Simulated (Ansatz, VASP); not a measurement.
# Cu22Si (S5(210) boundary in fcc Cu with Si (substitutional)): VASP beside Ansatz, part 2 of 3

Aim: how closely do two programs agree when they are given the same cell, functional and k mesh? Of the first pair: The structure shown is the start of the Ansatz relaxation below; VASP solves that cell, so the two are compared at the walk's first step.

VASP 6.6.1 and Ansatz 0.2.0.

So far: Starting point; Ansatz: relaxation, PBE.

## 3. VASP: single point, PBE, start cell, pair 1

Level of this step: PBE; plane waves and PAW (Cu, Si) (VASP).

The same cell, functional, mesh and smearing now go to VASP, with its own data sets.

Lines of VASP's logs that name or quote its potential files are left out, and so is its time.

The input, INCAR:

```
SYSTEM = Cu22Si
PREC = Accurate
ENCUT = 520
EDIFF = 1E-06
NELM = 120
ISMEAR = -1
SIGMA = 0.1
LREAL = .FALSE.
ALGO = Normal
GGA = PE
NBANDS = 152
LASPH = .TRUE.
LORBIT = 11
LWAVE = .FALSE.
LCHARG = .FALSE.
ISIF = 2
GGA_COMPAT = .FALSE.
KPAR = 4
```

The input, POSCAR:

```
Cu22Si
1.0
    4.4274037203      0.0000000000      0.0000000000
    1.4758012401      3.2999918941      0.0000000000
    0.0000000000      0.0000000000     29.5915814808
Cu Si
22 1
Direct
    0.9999999351      0.0000000325      0.1689669747
    0.6000000103      0.6999999948      0.1962831897
    0.1999999213      0.4000000394      0.2235993708
    0.7999999965      0.1000000018      0.2509155857
    0.3999998426      0.8000000787      0.2782318007
    0.0000000805      0.4999999598      0.3055479818
    0.5999999298      0.2000000351      0.3328641967
    0.2000000018      0.8999999991      0.3601803779
    0.8000000770      0.5999999615      0.3874965928
    0.3999999880      0.3000000060      0.4148128078
    0.8000000770      0.5999999615      0.4967614188
    0.2000000018      0.8999999991      0.5240775999
    0.5999999298      0.2000000351      0.5513938148
    0.0000000805      0.4999999598      0.5787099960
    0.3999998426      0.8000000787      0.6060262109
    0.7999999965      0.1000000018      0.6333424259
    0.1999999213      0.4000000394      0.6606586070
    0.6000000103      0.6999999948      0.6879748219
    0.9999999351      0.0000000325      0.7152910369
    0.3999999880      0.3000000060      0.7426072180
    0.8000000770      0.5999999615      0.7699234329
    0.2000000018      0.8999999991      0.7972396141
    0.0000000000      0.0000000000      0.4421289889
```

The input, KPOINTS:

```
Automatic mesh
0
Gamma
7 7 1
0 0 0
```

PAW data sets: Cu and Si (PBE family, release 64).

Started as:

```sh
> mpirun -np 4 vasp_std
```

Numbers of over 12 decimals in the logs are rounded to 6 here.

Log:

```text
[banner, memory and clock lines left out]
running    4 mpi-ranks, on    1 nodes
 distrk:  each k-point on    1 cores,    4 groups
 distr:  one band on    1 cores,    1 groups

 POSCAR found type information on POSCAR CuSi
 POSCAR found :  2 types and      23 ions
|                                                                             |
|               ----> ADVICE to this user running VASP <----                  |
|                                                                             |
|     You have a (more or less) 'large supercell' and for larger cells it     |
|     might be more efficient to use real-space projection operators.         |
|     Therefore, try LREAL= Auto in the INCAR file.                           |
|     Mind: For very accurate calculation, you might also keep the            |
|     reciprocal projection scheme (i.e. LREAL=.FALSE.).                      |
|                                                                             |

 LDA part: xc-table for (Slater+PW92), standard interpolation
 POSCAR, INCAR and KPOINTS ok, starting setup
 FFT: planning ... GRIDC
 FFT: planning ... GRID_SOFT
 FFT: planning ... GRID
 WAVECAR not read
 entering main loop
       N       E                     dE             d eps       ncg     rms          rms(c)
DAV:   1     0.257344814021E+04    0.25734E+04   -0.10287E+05  4864   0.249E+03
DAV:   2     0.370038606016E+03   -0.22034E+04   -0.21262E+04  4864   0.544E+02
DAV:   3    -0.683212509348E+02   -0.43836E+03   -0.40306E+03  4864   0.263E+02
DAV:   4    -0.102340232474E+03   -0.34019E+02   -0.32505E+02  5456   0.986E+01
DAV:   5    -0.103329833331E+03   -0.98960E+00   -0.98336E+00  6136   0.160E+01    0.358E+01
DAV:   6    -0.931925809862E+02    0.10137E+02   -0.21450E+02  5616   0.134E+02    0.197E+01
DAV:   7    -0.844809589006E+02    0.87116E+01   -0.46937E+01  5808   0.102E+02    0.904E+00
DAV:   8    -0.839980817399E+02    0.48288E+00   -0.29531E+01  6512   0.797E+01    0.432E+00
DAV:   9    -0.845480626342E+02   -0.54998E+00   -0.15293E+01  6408   0.637E+01    0.502E+00
DAV:  10    -0.839625451988E+02    0.58552E+00   -0.60717E+00  6920   0.517E+01    0.290E+00
DAV:  11    -0.838813092009E+02    0.81236E-01   -0.14801E+00  7280   0.211E+01    0.206E+00
DAV:  12    -0.838505854149E+02    0.30724E-01   -0.52286E-01  5680   0.120E+01    0.125E+00
DAV:  13    -0.838513253331E+02   -0.73992E-03   -0.25369E-01  5416   0.723E+00    0.714E-01
DAV:  14    -0.838478825720E+02    0.34428E-02   -0.88754E-02  5784   0.380E+00    0.350E-01
[...]
DAV:  24    -0.838466948255E+02   -0.13110E-03   -0.27190E-05  5480   0.760E-02    0.136E-02
DAV:  25    -0.838468171888E+02   -0.12236E-03   -0.17240E-05  5984   0.592E-02    0.793E-03
DAV:  26    -0.838468715553E+02   -0.54367E-04   -0.13571E-05  5216   0.538E-02    0.738E-03
DAV:  27    -0.838469314403E+02   -0.59885E-04   -0.72843E-06  4992   0.372E-02    0.596E-03
DAV:  28    -0.838469537146E+02   -0.22274E-04   -0.24073E-06  3536   0.214E-02    0.331E-03
DAV:  29    -0.838469613277E+02   -0.76131E-05   -0.11428E-06  3240   0.140E-02    0.128E-03
DAV:  30    -0.838469694676E+02   -0.81399E-05   -0.87406E-07  3296   0.938E-03    0.141E-03
DAV:  31    -0.838469703052E+02   -0.83769E-06   -0.33228E-07  3360   0.485E-03
   1 F= -.83846970E+02 E0= -.83714132E+02  d E =-.265676E+00
```

OUTCAR, selected parts (step 3):

```text
ion  position               nearest neighbor table
   1  1.000  0.000  0.169-   3 2.56   3 2.56   2 2.56   2 2.56   4 2.56   2 2.56
   2  0.600  0.700  0.196-   3 2.56   4 2.56   4 2.56   1 2.56   1 2.56   3 2.56   3 2.56   5 2.56
                             1 2.56
   3  0.200  0.400  0.224-   2 2.56   1 2.56   1 2.56   6 2.56   4 2.56   4 2.56   2 2.56   2 2.56
                             5 2.56   5 2.56   4 2.56
   4  0.800  0.100  0.251-   5 2.56   2 2.56   2 2.56   3 2.56   3 2.56   6 2.56   6 2.56   1 2.56
                             7 2.56   3 2.56   5 2.56   5 2.56
   5  0.400  0.800  0.278-   8 2.56   6 2.56   6 2.56   4 2.56   7 2.56   7 2.56   2 2.56   3 2.56
                             3 2.56   4 2.56   4 2.56   6 2.56
   6  0.000  0.500  0.306-   5 2.56   5 2.56   7 2.56   8 2.56   8 2.56   3 2.56   4 2.56   4 2.56
                             9 2.56   7 2.56   7 2.56   5 2.56
   7  0.600  0.200  0.333-   6 2.56   8 2.56   8 2.56   5 2.56   5 2.56   9 2.56   9 2.56  10 2.56
                             8 2.56   4 2.56   6 2.56   6 2.56
   8  0.200  0.900  0.360-   5 2.56   7 2.56   7 2.56   6 2.56   6 2.56   9 2.56   9 2.56   7 2.56
                            23 2.56   9 2.56  10 2.56  10 2.56
   9  0.800  0.600  0.387-  23 2.56  23 2.56  10 2.56   8 2.56   8 2.56   7 2.56   7 2.56   6 2.56
                            10 2.56  10 2.56   8 2.56
  10  0.400  0.300  0.415-  23 2.56  23 2.56   9 2.56  23 2.56   7 2.56   9 2.56   9 2.56   8 2.56
                             8 2.56
  11  0.800  0.600  0.497-  14 2.56  12 2.56  12 2.56  13 2.56  13 2.56  12 2.56  23 2.56  23 2.56

  LATTYP: Found a base centered orthorhombic cell.
 ALAT       =     3.6149600000
 B/A-ratio  =     2.2360679775
 C/A-ratio  =     8.1858669200

 Subroutine GETGRP returns: Found  2 space group operations
 (whereof  2 operations were pure point group operations)

The static configuration has the point symmetry C_1h.

 Found     16 irreducible k-points:

   k-points           NKPTS =     16   k-points in BZ     NKDIM =     16   number of bands    NBANDS=    152

   dimension x,y,z NGX =    36 NGY =   28 NGZ =  224
   dimension x,y,z NGXF=    72 NGYF=   56 NGZF=  448

   ENCUT  =  520.0 eV  38.22 Ry    6.18 a.u.   8.23  6.72 55.02*2*pi/ulx,y,z

   NELECT =     246.0000    total number of electrons

 k-points in reciprocal lattice and weights: Automatic mesh
   0.00000000  0.00000000  0.00000000       0.020
   0.14285714  0.00000000  0.00000000       0.041
   0.28571429 -0.00000000  0.00000000       0.041
   0.42857143  0.00000000  0.00000000       0.041
   0.00000000  0.14285714  0.00000000       0.082
   0.28571429  0.14285714  0.00000000       0.082
   0.42857143  0.14285714  0.00000000       0.082
  -0.42857143  0.14285714  0.00000000       0.041
   0.00000000  0.28571429  0.00000000       0.082
[...]
-0.42857143  0.42857143  0.00000000       0.082
  -0.28571429  0.42857143  0.00000000       0.041

 average (electrostatic) potential at core
       1 -67.2568       2 -67.5901       3 -67.8177       4 -67.8790       5 -67.9033
       6 -67.9057       7 -67.9083       8 -68.0513       9 -68.1983      10 -68.1546
      11 -67.9490      12 -67.8834      13 -67.8661      14 -67.9176      15 -67.9690
      16 -67.8908      17 -67.9545      18 -67.9225      19 -67.9152      20 -67.8483
      21 -67.6274      22 -67.2873      23 -86.3822

 E-fermi :   3.3595

 k-point     1 :       0.0000    0.0000    0.0000
  band No.  band energies     occupation
    ...
    116       1.9861      2.00000
    117       2.0163      2.00000
    118       2.2194      1.99998
    119       2.8413      1.98884
    120       3.4649      0.51707
    121       3.8762      0.01134
    122       4.7596      0.00000
    123       4.8729      0.00000
    124       5.1539      0.00000
    125       5.3806      0.00000
    ...

 k-point     2 :       0.1429    0.0000    0.0000
  band No.  band energies     occupation
    ...
    116       1.9838      2.00000
    117       2.0140      2.00000
    118       2.2417      1.99997
    119       2.5121      1.99958
    120       2.9123      1.97741
    121       3.4967      0.40483
    122       3.7214      0.05223
    123       3.9635      0.00475
    124       4.1857      0.00052
    125       4.7112      0.00000
    ...

 k-point     3 :       0.2857   -0.0000    0.0000
  band No.  band energies     occupation
    ...
    120       2.3755      1.99989
    121       2.4984      1.99964
    122       2.7071      1.99707
    123       3.0936      1.86921
    124       3.4191      0.71087
    125       3.8025      0.02357
    126       4.4045      0.00006
    127       4.6491      0.00001
    128       4.8138      0.00000
    129       5.4141      0.00000
    ...

  Total       -2.2018065     -3.0095124     -3.2464373     -0.4515213      0.0534465     -0.1195100
  in kB       -8.1594249    -11.1526106    -12.0306039     -1.6732417      0.1980612     -0.4428784
  external PRESSURE =     -10.4475465 kB  Pullay stress =       0.0000000 kB

  energy-cutoff  :      520.00
  volume of cell :      432.34
      direct lattice vectors                 reciprocal lattice vectors
     4.427403720  0.000000000  0.000000000     0.225866007 -0.101010349  0.000000000
     1.475801240  3.299991894  0.000000000     0.000000000  0.303031047  0.000000000
     0.000000000  0.000000000 29.591581481     0.000000000  0.000000000  0.033793395

 POSITION                                       TOTAL-FORCE (eV/Angst)
 -----------------------------------------------------------------------------------
      4.42740      0.00000      5.00000        -0.030351      0.013573      0.503172
      3.68950      2.30999      5.80833         0.019119     -0.008550     -0.121203
      1.47580      1.32000      6.61666         0.021926     -0.009806     -0.443604
      3.68950      0.33000      7.42499        -0.022426      0.010029     -0.200536
      2.95160      2.63999      8.23332        -0.013401      0.005993      0.070659
      0.73790      1.65000      9.04165        -0.009150      0.004092     -0.027928
      2.95160      0.66000      9.84998         0.004266     -0.001908     -0.130320
      2.21370      2.96999     10.65831        -0.037949      0.016971      0.167103
      4.42740      1.98000     11.46664         0.046460     -0.020777      0.625802
      2.21370      0.99000     12.27497         0.024136     -0.010794      0.723906
      4.42740      1.98000     14.69996         0.111133     -0.049700     -0.702926
      2.21370      2.96999     15.50828        -0.048124      0.021522     -0.504922
      2.95160      0.66000     16.31661        -0.062528      0.027963     -0.163945
      0.73790      1.65000     17.12494        -0.032036      0.014327     -0.003564
      2.95160      2.63999     17.93327         0.018962     -0.008480     -0.121282
      3.68950      0.33000     18.74160         0.001370     -0.000613      0.114849
      1.47580      1.32000     19.54993         0.017658     -0.007897     -0.050456
      3.68950      2.30999     20.35826        -0.001565      0.000700     -0.051536
      4.42740      0.00000     21.16659        -0.017313      0.007743      0.181383
      2.21370      0.99000     21.97492        -0.012381      0.005537      0.435770
      4.42740      1.98000     22.78325         0.027884     -0.012470      0.112245
      2.21370      2.96999     23.59158        -0.024478      0.010947     -0.480893
      0.00000      0.00000     13.08330         0.018790     -0.008403      0.068229
 -----------------------------------------------------------------------------------
    total drift:                                0.000042     -0.000216      0.002229

  FREE ENERGIE OF THE ION-ELECTRON SYSTEM (eV)
  ---------------------------------------------------
  free  energy   TOTEN  =       -83.8469703052 eV

  energy  without entropy=      -83.5812943018  energy(sigma->0) =      -83.71413230

 total charge
# of ion       s       p       d       tot
------------------------------------------
    1        0.433   0.184   9.243   9.859
    2        0.442   0.293   9.192   9.927
    3        0.443   0.355   9.172   9.970
    4        0.446   0.376   9.175   9.998
    5        0.446   0.382   9.173  10.000
    6        0.445   0.385   9.173  10.003
    7        0.444   0.383   9.177  10.004
    8        0.441   0.401   9.173  10.015
    9        0.438   0.396   9.165   9.999
   10        0.429   0.358   9.170   9.956
   11        0.428   0.309   9.178   9.914
   12        0.442   0.345   9.176   9.963
   13        0.443   0.356   9.177   9.975
   14        0.445   0.382   9.175  10.002
   15        0.446   0.386   9.167   9.998
   16        0.450   0.379   9.176  10.005
   17        0.445   0.385   9.169  10.000
   18        0.446   0.382   9.173  10.001
   19        0.445   0.377   9.175   9.997
   20        0.440   0.356   9.173   9.969
   21        0.442   0.293   9.193   9.927
   22        0.435   0.183   9.242   9.860
   23        0.770   0.785   0.000   1.554
--------------------------------------------------
tot         10.482   8.428 201.988 220.897

[... 3 further parts left out ...]
```

## 4. Differences

Known differences besides the potentials themselves: the data sets hold 422 valence electrons in Ansatz (on its PAW soft_1 files) and 246 in VASP; the cutoff is 420 eV in Ansatz and 520 eV in VASP. Total energies have different zeros and are not compared.

Forces on 7 of the 23 atoms, those with the largest forces and the largest differences (eV/Å; atoms numbered as in POSCAR):

| atom | Ansatz x, y, z | VASP x, y, z |
| --- | --- | --- |
| Cu1 | -0.030, 0.013, 0.541 | -0.030, 0.014, 0.503 |
| Cu3 | 0.020, -0.009, -0.439 | 0.022, -0.010, -0.444 |
| Cu9 | 0.051, -0.023, 0.622 | 0.046, -0.021, 0.626 |
| Cu10 | 0.022, -0.010, 0.701 | 0.024, -0.011, 0.724 |
| Cu11 | 0.117, -0.052, -0.688 | 0.111, -0.050, -0.703 |
| Cu12 | -0.053, 0.024, -0.498 | -0.048, 0.022, -0.505 |
| Cu22 | -0.024, 0.011, -0.520 | -0.024, 0.011, -0.481 |

The forces differ by 8.4 meV/Å r.m.s., which is 4.2 % of the r.m.s. force of 0.201 eV/Å (both taken over all components).

## 5. Ansatz: relaxation, PBE

This run makes the geometry at which the two programs are then compared.

The structure compared here is the end of the Ansatz relaxation.

The input, input.yaml:

```yaml
crystal:
  lattice:
    - [4.4274037203, 0.0, 0.0]
    - [1.4758012401, 3.2999918941, 0.0]
    - [0.0, 0.0, 29.5915814808]
  atoms:
    - { symbol: Cu, position: [1.0e-10, 0.9999999999, 0.1689669747] }
    - { symbol: Cu, position: [0.6000000001, 0.6999999999, 0.1962831771] }
    - { symbol: Cu, position: [0.2000000001, 0.3999999999, 0.2235993796] }
    - { symbol: Cu, position: [0.8000000001, 0.0999999999, 0.250915582] }
    - { symbol: Cu, position: [0.4000000001, 0.7999999999, 0.2782317844] }
    - { symbol: Cu, position: [1.0e-10, 0.5, 0.3055479868] }
    - { symbol: Cu, position: [0.6000000001, 0.2, 0.3328641892] }
    - { symbol: Cu, position: [0.2, 0.9, 0.3601803916] }
    - { symbol: Cu, position: [0.8, 0.6, 0.3874965941] }
    - { symbol: Cu, position: [0.4, 0.3, 0.4148127965] }
    - { symbol: Si, position: [0.0, 0.0, 0.4421289989] }
    - { symbol: Cu, position: [0.8, 0.6, 0.4967614037] }
    - { symbol: Cu, position: [0.2, 0.9, 0.5240776062] }
    - { symbol: Cu, position: [0.6000000001, 0.2, 0.5513938086] }
    - { symbol: Cu, position: [1.0e-10, 0.5, 0.578710011] }
    - { symbol: Cu, position: [0.4000000001, 0.7999999999, 0.6060262134] }
    - { symbol: Cu, position: [0.8000000001, 0.0999999999, 0.6333424158] }
    - { symbol: Cu, position: [0.2000000001, 0.3999999999, 0.6606586182] }
    - { symbol: Cu, position: [0.6000000001, 0.6999999999, 0.6879748207] }
    - { symbol: Cu, position: [1.0e-10, 0.9999999999, 0.7152910231] }
    - { symbol: Cu, position: [0.4000000002, 0.2999999999, 0.7426072255] }
    - { symbol: Cu, position: [0.8000000002, 0.5999999999, 0.7699234279] }
    - { symbol: Cu, position: [0.2000000002, 0.8999999999, 0.7972396303] }
kpoints:
  mp_grid: { grid: [7, 7, 1] }
hamiltonian:
  xc: pbe
  pseudopotentials: { kind: paw, azcp: { folder: soft_1 } }
scf:
  occupations: { method: fermi_dirac, width: 0.1 }
relax:
  f_tol: 0.03
  max_steps: 80
  constraints: [{ sites: [0, 1, 2, 3] }]
```

Started as:

```sh
> ansatz run input.yaml --threads 4 --pin off --max-ram 15360MiB --backend cpu --events-out ev --progress --plain --runs-dir out
```

Log:

```text
[...]
Crystal: 23 atoms, lattice volume = 432.345 Å³
Basis set: ecut = 420 eV, 8449 PW (Γ), exchange–correlation on 60×50×400 points (8 copies of the dense FFT grid, shifted against one another)
Bands: 254, of which v1, the nominal top of the filled ones, is band 211 counted from 1 (210 counted from 0)
Symmetry: 2 space group operations
[...]
k-points: 16 of 49 (time reversal used)
[...]
- { symbol: Cu, position: [0.604269, 0.197865, 0.334387] }
    - { symbol: Cu, position: [0.211189, 0.894406, 0.360954] }
[...]
- { symbol: Si, position: [0.000390161, -0.00019508, 0.434499] }
[...]
- { symbol: Cu, position: [-0.000690912, 1.000345, 0.699922] }
    - { symbol: Cu, position: [0.405634, 0.297183, 0.729271] }
    - { symbol: Cu, position: [0.801317, 0.599342, 0.755107] }
    - { symbol: Cu, position: [0.197183, 0.901409, 0.778599] }
[key lines of the parts left out:]
SCF converged after 9 iterations
Free energy (F): -146386.776670 eV
Fermi energy:    8.631806 eV
```

[end of part 2 of 3]

[Lines on the potential files, build, host, timing and source positions are cut from VASP's logs without a mark.]

[Logs are printed without paths, hosts, clocks, repeated set-up lines and the standing remarks that a program may print on its own settings, such as how far it seeks lower states.]

[Hosts, paths, dates, database ids (printed as entryN), source tags and the programs' standing remarks are cut or masked in the printed files.]
